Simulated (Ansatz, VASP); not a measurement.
# NbH in two plane-wave programs, part 2 of 2

One calculation is typed for both programs; each brings its own data sets. How far apart do they land? The cell is taken from a series of runs on this material, whose earlier steps may have relaxed, scaled, displaced or heated it; both programs get it as it stands.

VASP 6.6.1 and Ansatz 0.2.0.

So far: Starting point; VASP: zone-centre phonons, PBEsol.

## Step 2: VASP: zone-centre phonons, PBEsol (continued)

Level of this step: PBEsol; plane waves and PAW (Nb_sv, H) (VASP).

Numbers of over 12 decimals in the logs are rounded to 6 here.

OUTCAR, selected parts (step 2):

```text
ion  position               nearest neighbor table
   1  0.500  0.000  0.500-   3 1.92   4 1.92   3 1.92   4 1.92   2 3.00   2 3.00   2 3.00   2 3.00

  LATTYP: Found a base centered orthorhombic cell.
 ALAT       =     3.4490528400
 B/A-ratio  =     1.3911890736
 C/A-ratio  =     1.4210050970

 Subroutine GETGRP returns: Found  8 space group operations
 (whereof  4 operations were pure point group operations)

The static configuration has the point symmetry C_2h.
 The point group associated with its full space group is D_2h.

 Found    285 irreducible k-points:

   k-points           NKPTS =    285   k-points in BZ     NKDIM =    285   number of bands    NBANDS=     20

   dimension x,y,z NGX =    24 NGY =   24 NGZ =   36
   dimension x,y,z NGXF=    48 NGYF=   48 NGZF=   72

   ENCUT  =  500.0 eV  36.75 Ry    6.06 a.u.   5.39  5.39  8.94*2*pi/ulx,y,z

   NELECT =      28.0000    total number of electrons

 k-points in reciprocal lattice and weights: Automatic mesh
   0.00000000  0.00000000  0.00000000       0.001
   0.07142857 -0.00000000  0.00000000       0.003
   0.14285714 -0.00000000  0.00000000       0.003
   0.21428571 -0.00000000  0.00000000       0.003
   0.28571429 -0.00000000  0.00000000       0.003
   0.35714286 -0.00000000  0.00000000       0.003
   0.42857143 -0.00000000  0.00000000       0.003
   0.50000000  0.00000000  0.00000000       0.001
   0.07142857  0.07142857  0.00000000       0.001
[...]
-0.42857143  0.42857143  0.50000000       0.001
   0.50000000  0.50000000  0.50000000       0.001

 average (electrostatic) potential at core
       1 -77.6316       2 -77.6316       3 -26.9395       4 -26.9395

  Total       -0.1350405     -0.1446418     -0.1408564      0.0000000      0.0000000      0.0000000
  in kB       -5.3348642     -5.7141703     -5.5646228      0.0000000      0.0000000      0.0000000
  external PRESSURE =      -5.5378857 kB  Pullay stress =       0.0000000 kB

  energy-cutoff  :      500.00
  volume of cell :       40.56
      direct lattice vectors                 reciprocal lattice vectors
     1.724526420 -2.399142313  0.000000000     0.289934671 -0.208407812  0.000000000
     1.724526420  2.399142313  0.000000000     0.289934671  0.208407812  0.000000000
     0.000000000  0.000000000  4.901121665     0.000000000  0.000000000  0.204034927

 POSITION                                       TOTAL-FORCE (eV/Angst)
 -----------------------------------------------------------------------------------
      0.86226     -1.19957      2.45056        -0.000000     -0.000000      0.000000
      0.86226      1.19957      0.00000         0.000000     -0.000000      0.000000
      1.72453      0.00000      3.67584        -0.000000      0.000000      0.000000
      1.72453      0.00000      1.22528        -0.000000     -0.000000     -0.000000
 -----------------------------------------------------------------------------------
    total drift:                                0.000000      0.000000     -0.000000

 Eigenvectors and eigenvalues of the dynamical matrix
 ----------------------------------------------------

   1 f  =   45.959735 THz   288.773533 2PiTHz 1533.051751 cm-1   190.074107 meV
             X         Y         Z           dx          dy          dz
      0.862263 -1.199571  2.450561     0.000000    0.000000    0.000000
      0.862263  1.199571  0.000000    -0.000000    0.000000    0.000000
      1.724526  0.000000  3.675841     0.000000    0.000000   -0.707107
      1.724526  0.000000  1.225280    -0.000000   -0.000000    0.707107

   2 f  =   43.785637 THz   275.113273 2PiTHz 1460.531650 cm-1   181.082764 meV
             X         Y         Z           dx          dy          dz
      0.862263 -1.199571  2.450561    -0.000000   -0.000000   -0.000000
      0.862263  1.199571  0.000000     0.000000   -0.000000   -0.000000
      1.724526  0.000000  3.675841     0.000000    0.707107    0.000000
      1.724526  0.000000  1.225280     0.000000   -0.707107    0.000000

   3 f  =   43.036846 THz   270.408478 2PiTHz 1435.554658 cm-1   177.986013 meV
             X         Y         Z           dx          dy          dz
      0.862263 -1.199571  2.450561     0.000000    0.000000    0.073268
      0.862263  1.199571  0.000000    -0.000000    0.000000    0.073268
      1.724526  0.000000  3.675841     0.000000    0.000000   -0.703301
      1.724526  0.000000  1.225280    -0.000000   -0.000000   -0.703301

   4 f  =   41.459703 THz   260.498996 2PiTHz 1382.946825 cm-1   171.463476 meV
             X         Y         Z           dx          dy          dz
      0.862263 -1.199571  2.450561    -0.034194   -0.073018    0.000000
      0.862263  1.199571  0.000000     0.034194   -0.073018    0.000000
      1.724526  0.000000  3.675841     0.000000    0.702495   -0.000000
      1.724526  0.000000  1.225280    -0.000000    0.702495   -0.000000

   5 f  =   32.226015 THz   202.482024 2PiTHz 1074.944154 cm-1   133.276029 meV
             X         Y         Z           dx          dy          dz
      0.862263 -1.199571  2.450561     0.000000    0.000000    0.000000
      0.862263  1.199571  0.000000     0.000000   -0.000000    0.000000
      1.724526  0.000000  3.675841     0.707107   -0.000000    0.000000
      1.724526  0.000000  1.225280    -0.707107   -0.000000    0.000000

   6 f  =   31.792676 THz   199.759278 2PiTHz 1060.489536 cm-1   131.483886 meV
             X         Y         Z           dx          dy          dz
      0.862263 -1.199571  2.450561     0.072420    0.097652    0.000000
      0.862263  1.199571  0.000000     0.072420   -0.097652    0.000000
      1.724526  0.000000  3.675841    -0.696577   -0.000000    0.000000
      1.724526  0.000000  1.225280    -0.696577   -0.000000    0.000000

   7 f  =    7.880261 THz    49.513140 2PiTHz  262.857211 cm-1    32.590126 meV
             X         Y         Z           dx          dy          dz
      0.862263 -1.199571  2.450561    -0.000000   -0.000000    0.707107
      0.862263  1.199571  0.000000     0.000000    0.000000   -0.707107
      1.724526  0.000000  3.675841    -0.000000    0.000000   -0.000000
      1.724526  0.000000  1.225280    -0.000000   -0.000000    0.000000

   8 f  =    4.548441 THz    28.578695 2PiTHz  151.719647 cm-1    18.810830 meV
             X         Y         Z           dx          dy          dz
      0.862263 -1.199571  2.450561    -0.011136    0.700331   -0.000000
      0.862263  1.199571  0.000000    -0.011136   -0.700331   -0.000000
      1.724526  0.000000  3.675841     0.097021   -0.000000   -0.000000
      1.724526  0.000000  1.225280     0.097021   -0.000000   -0.000000

   9 f  =    4.493974 THz    28.236469 2PiTHz  149.902826 cm-1    18.585573 meV
             X         Y         Z           dx          dy          dz
      0.862263 -1.199571  2.450561     0.706279   -0.004259   -0.000000
      0.862263  1.199571  0.000000    -0.706279   -0.004259   -0.000000
      1.724526  0.000000  3.675841     0.000000    0.033936   -0.000000
      1.724526  0.000000  1.225280     0.000000    0.033936   -0.000000

  10 f/i=    0.009264 THz     0.058207 2PiTHz    0.309012 cm-1     0.038313 meV
             X         Y         Z           dx          dy          dz
      0.862263 -1.199571  2.450561    -0.000727   -0.703314    0.000000
      0.862263  1.199571  0.000000     0.000727   -0.703314    0.000000
      1.724526  0.000000  3.675841    -0.000000   -0.073138    0.000000
      1.724526  0.000000  1.225280    -0.000000   -0.073138    0.000000

  11 f/i=    0.009686 THz     0.060860 2PiTHz    0.323097 cm-1     0.040059 meV
             X         Y         Z           dx          dy          dz
      0.862263 -1.199571  2.450561    -0.703300   -0.001034    0.000000
      0.862263  1.199571  0.000000    -0.703300    0.001034    0.000000
      1.724526  0.000000  3.675841    -0.073264    0.000000    0.000000
      1.724526  0.000000  1.225280    -0.073264    0.000000    0.000000

  12 f/i=    0.018420 THz     0.115738 2PiTHz    0.614432 cm-1     0.076180 meV
             X         Y         Z           dx          dy          dz
      0.862263 -1.199571  2.450561     0.000000    0.000000    0.703301
      0.862263  1.199571  0.000000     0.000000    0.000000    0.703301
      1.724526  0.000000  3.675841     0.000000    0.000000    0.073268
      1.724526  0.000000  1.225280     0.000000    0.000000    0.073268

 ELASTIC MODULI CONTR FROM IONIC RELAXATION (kBar)
 Direction    XX          YY          ZZ          XY          YZ          ZX
 --------------------------------------------------------------------------------
 XX          -0.0000     -0.0000      0.0000     -0.0000     -0.0000      0.0000
 YY          -0.0000     -0.0000      0.0000     -0.0000     -0.0000      0.0000
 ZZ           0.0000      0.0000      0.0000      0.0000      0.0000      0.0000
 XY          -0.0000     -0.0000      0.0000   -471.5460     -0.0000      0.0000
 YZ          -0.0000     -0.0000      0.0000     -0.0000  -1013.9722      0.0000
 ZX           0.0000      0.0000      0.0000      0.0000      0.0000   -491.5690
 --------------------------------------------------------------------------------
```

## Step 3: Ansatz: zone-centre phonons, PBEsol

Ansatz runs on norm-conserving files, of PseudoDojo where its log says so.

The same cell, functional, mesh and smearing now go to Ansatz, which takes its cutoff from its data sets.

The input, input.yaml:

```yaml
crystal:
  lattice:
    - [1.72452642, -2.3991423127, 0.0]
    - [1.72452642, 2.3991423127, 0.0]
    - [0.0, 0.0, 4.9011216655]
  atoms:
    - { symbol: Nb, position: [0.5, 0.0, 0.5] }
    - { symbol: Nb, position: [0.0, 0.5, 0.0] }
    - { symbol: H, position: [0.5, 0.5, 0.75] }
    - { symbol: H, position: [0.5, 0.5, 0.25] }
kpoints:
  mp_grid: { grid: [14, 14, 8] }
hamiltonian:
  xc: pbesol
  pseudopotentials: { kind: nc }
scf:
  occupations: { method: methfessel_paxton, width: 0.15 }
output:
  eigenvalues: true
phonons:
  method: dfpt
```

The run is started by

```
$ ansatz run input.yaml --threads 4 --pin off --max-ram 7168MiB --backend cpu --events-out ev --progress --plain --runs-dir out
```

The program printed:

```text
zone centre: on kpoints.mp_grid the ground state, and the responses unless they are solved on pairs of k-points, stand on 500 of the mesh's 1568 k-points, reduced under 2 symmetry operations, with k and −k counted as one. Each operation leaves every solved displacement unchanged or reverses it
Engine: ansatz 0.2.0, aarch64-unknown-linux-gnu
Pseudopotentials: kind: nc
Pseudopotential: Nb, nc, valence charge 13, recommended cutoff 1115.666836 eV (normal), Nb.nc.azcp (PseudoDojo's, or run here from an input of PseudoDojo's: the run reads no file of this project's for it)
Pseudopotential: H, nc, valence charge 1, recommended cutoff 979.609905 eV (normal), H.nc.azcp (PseudoDojo's, or run here from an input of PseudoDojo's: the run reads no file of this project's for it)
Functional definition: PBEsol
  exchange = pbesol_x
  correlation = pbesol_c
Crystal: 4 atoms, lattice volume = 40.556 Å³
Basis set: ecut = 1115.666836 eV, 3435 PW (Γ), exchange–correlation on 72×72×108 points (8 copies of the dense FFT grid, shifted against one another)
Bands: 18, of which v1, the nominal top of the filled ones, is band 14 counted from 1 (13 counted from 0)
Symmetry: 8 space group operations
k-points: 500 of 1568 (irreducible under 2 space group operations, time reversal used)
Non-local potential: Nb, projectors of the file, l = 0: 2, l = 1: 2, l = 2: 2
Non-local potential: H, projectors of the file, l = 0: 2, l = 1: 1
Initial density: superposition of atomic densities (chi_scale 0.1, normalization cell, long waves kept (reshape's long-wave potential 0.00 eV rms))
Initial wavefunctions: pseudopotential atomic-orbital guess
Functional: x = pbesol(κ = 0.804, μ = 0.123457), c = pbesol(β = 0.046)
SCF iter   1: F=—  HF=-3422.429257 eV  |F-HF|=—  |Δ(HF+E_count)|=         —  Δρ=1.09e-1  dr2=5.19e0  ethr=3.10e-3  ⟨swp⟩=5.7  Hψ=44595  notcnv=0
preconditioner: auto → none  [metal: Δε(μ)=0.005 eV  Ē_g=6.348 eV  σ=0.150 eV  W_gap=0.03  n_scr=8 (ndim 8)  ℏωp=20.2 eV  f_vac=0.000  D(μ)=1.14/eV (n_scr^D=6)  sad-step TF]
SCF iter   2: F=—  HF=-3420.914340 eV  |F-HF|=—  |Δ(HF+E_count)|=    1.51e0  S|Δr|=    0.00e0  Δρ=5.76e-2  dr2=1.44e0  ethr=3.10e-3  ⟨swp⟩=3.8  Hψ=22912  notcnv=0  defer=31
SCF iter   3: F=—  HF=-3420.364726 eV  |F-HF|=—  |Δ(HF+E_count)|=   5.50e-1  S|Δr|=    0.00e0  Δρ=4.77e-3  dr2=2.46e-3  ethr=3.10e-3  ⟨swp⟩=3.5  Hψ=19875  notcnv=0  defer=31
SCF iter   4: F=—  HF=-3420.366360 eV  |F-HF|=—  |Δ(HF+E_count)|=   1.63e-3  S|Δr|=    0.00e0  Δρ=5.55e-4  dr2=7.66e-5  ethr=8.78e-6  ⟨swp⟩=2.2  Hψ=19319  notcnv=0  defer=30
SCF iter   5: F=—  HF=-3420.366347 eV  |F-HF|=—  |Δ(HF+E_count)|=   1.28e-5  S|Δr|=    0.00e0  Δρ=1.43e-4  dr2=3.85e-6  ethr=2.74e-7  ⟨swp⟩=3.0  Hψ=17262  notcnv=0  defer=30
SCF iter   6: F=—  HF=-3420.366349 eV  |F-HF|=—  |Δ(HF+E_count)|=   2.21e-6  S|Δr|=    0.00e0  Δρ=2.39e-5  dr2=7.56e-8  ethr=1.37e-8  ⟨swp⟩=2.9  Hψ=16588  notcnv=0  defer=30
SCF iter   7: F=—  HF=-3420.366500 eV  |F-HF|=—  |Δ(HF+E_count)|=   1.51e-4  S|Δr|=    0.00e0  Δρ=3.52e-6  dr2=1.55e-9  ethr=2.70e-10  ⟨swp⟩=2.8  Hψ=16690  notcnv=0  defer=30
SCF iter   8: F=—  HF=-3420.366500 eV  |F-HF|=—  |Δ(HF+E_count)|=  2.52e-10  S|Δr|=    0.00e0  Δρ=6.75e-7  dr2=4.44e-11  ethr=5.55e-12  ⟨swp⟩=2.3  Hψ=16329  notcnv=0  defer=30
SCF iter   9: F=-3420.366500 eV  HF=-3420.366500 eV  |F-HF|=4.55e-13  |Δ(HF+E_count)|=  1.82e-11  S|Δr|=    0.00e0  Δρ=8.07e-8  dr2=6.31e-13  ethr=1.00e-12  ⟨swp⟩=9.4  Hψ=59354  notcnv=0
SCF 1 converged in 9 iterations: F = -3420.366500 eV  dr2 = 6.31e-13
DFPT response loops at Γ: preconditioner auto → Kerker (q_TF=auto, 2.565 Å⁻¹) (partly filled bands, converged f_vac=0.000); β = 1.00, the filter's whole step (`scf.mixing.beta` (0.50) is not read by the response loops under this deck's `scf.mixing.preconditioner`; to damp them name `kerker` or `kerker_dos`, under which they read `scf.mixing.beta`, and type it under 1.00, their step now; both keys bind the ground state too); Broyden in place of MSR1
SCF converged after 9 iterations
Stability not checked: this state was not tested for a lower state beside it, because cold or Methfessel-Paxton smearing, or corrected tetrahedra, fill the levels in a way that the test cannot read (fill_not_monotonic; see scf.lower_state_search)
Free energy (F): -3420.366500 eV
Harris-Foulkes:  -3420.366500 eV  (|F-HF|=4.55e-13)
Internal energy: -3420.366338 eV  (E = F + TS)
E sigma→0 (E₀):  -3420.366459 eV
Entropy (-TS):   -0.000162 eV (-0.041 meV/atom)
Fermi energy:    17.130521 eV
--- Per-component energies (eV) ---
  E_band       = -159.521095
  E_kinetic    = 1019.538156
  E_local      = -1889.101371  (includes V_loc(G=0)·N_el)
  E_nonlocal   = 418.312562
  E_hartree    = 427.882950
  E_xc         = -727.558909
  E_vxc        = -564.036351  (∫ρ·V_xc dr)
  E_ewald      = -2669.439726
  E_smearing   = -0.000162  (= −TS)
  E_closure    = 0.000000  (closes the sum)
  Σ components = -3420.366500   (vs F -3420.366500, Δ=0.00e0)
--- Band table (eV; the first three rows and the last of 500) ---
  k-point 0: bands = [... 10 lower, 12.6409, 13.9141, 16.1959, 16.3869, 16.5629, 18.5356, 18.9504, 19.2278]
  k-point 1: bands = [... 10 lower, 13.2355, 13.9887, 16.1653, 16.5047, 16.5172, 18.5439, 18.8439, 19.2282]
  k-point 2: bands = [... 10 lower, 13.7714, 14.2008, 16.0110, 16.2832, 16.9004, 18.5691, 18.6666, 19.1869]
  k-point 499: bands = [... 10 lower, 13.6454, 13.6454, 16.4551, 16.4551, 17.4734, 17.4734, 21.5026, 21.5026]
--- Phonons (Γ-DFPT): 6 representative perturbations + reference, on 500 of 1568 k-points (Σ response iterations 19) ---
  k mesh reduced under 2 symmetry operations, with k and −k counted as one. Each operation leaves every solved displacement unchanged or reverses it
  ASR residual: 1.244e-4 → 0.000e0 eV/Å²; symmetrization residual: 1.490e-6 eV/Å²
  ASR residual per site (eV/Å²): 1.24e-4 1.24e-4 5.69e-6 5.69e-6
  Γ frequencies (cm⁻¹): 0.00 0.00 0.00 149.73 151.31 261.75 1056.85 1071.29 1378.76 1431.25 1455.87 1529.19
  non-analytic LO–TO correction: not included (Born effective charges unavailable; polar crystals: no LO–TO splitting at Γ)
```

## Step 4: Side by side

Known differences besides the potentials themselves: the cutoff is 1115.67 eV in Ansatz and 500 eV in VASP. Total energies have different zeros and are not compared.

Both answers:

| quantity | Ansatz | VASP | difference |
| --- | --- | --- | --- |
| optical mode 1 (cm⁻¹) | 149.7 | 149.9 | -0.12 % |
| optical mode 2 (cm⁻¹) | 151.3 | 151.7 | -0.27 % |
| optical mode 3 (cm⁻¹) | 261.8 | 262.9 | -0.42 % |
| optical mode 4 (cm⁻¹) | 1056.8 | 1060.5 | -0.34 % |
| optical mode 5 (cm⁻¹) | 1071.3 | 1074.9 | -0.34 % |
| optical mode 6 (cm⁻¹) | 1378.8 | 1382.9 | -0.30 % |
| optical mode 7 (cm⁻¹) | 1431.2 | 1435.6 | -0.30 % |
| optical mode 8 (cm⁻¹) | 1455.9 | 1460.5 | -0.32 % |
| optical mode 9 (cm⁻¹) | 1529.2 | 1533.1 | -0.25 % |

Modes are paired by rising frequency, not by their patterns, so a pair may set unlike modes beside each other; they are those without the splitting of longitudinal modes.

## Step 5: Summary of results

```json
{"r.m.s. difference of the optical zone-centre modes, each program's sorted by frequency (zone-centre phonons, PBEsol)": "3.3 cm⁻¹"}
```

What this shows: The r.m.s. difference of the optical zone-centre modes, each program's sorted by frequency is 3.3 cm⁻¹ (zone-centre phonons, PBEsol). Such differences can come from data sets, numerical settings and the points named under the comparisons, not from the functional's error against experiment.

[Lines on the potential files, build, host, timing and source positions are cut from VASP's logs without a mark.]

[Logs are printed without paths, hosts, clocks, repeated set-up lines and the standing remarks that a program may print on its own settings, such as how far it seeks lower states.]

[Hosts, paths, dates, database ids (printed as entryN), source tags and the programs' standing remarks are cut or masked in the printed files.]
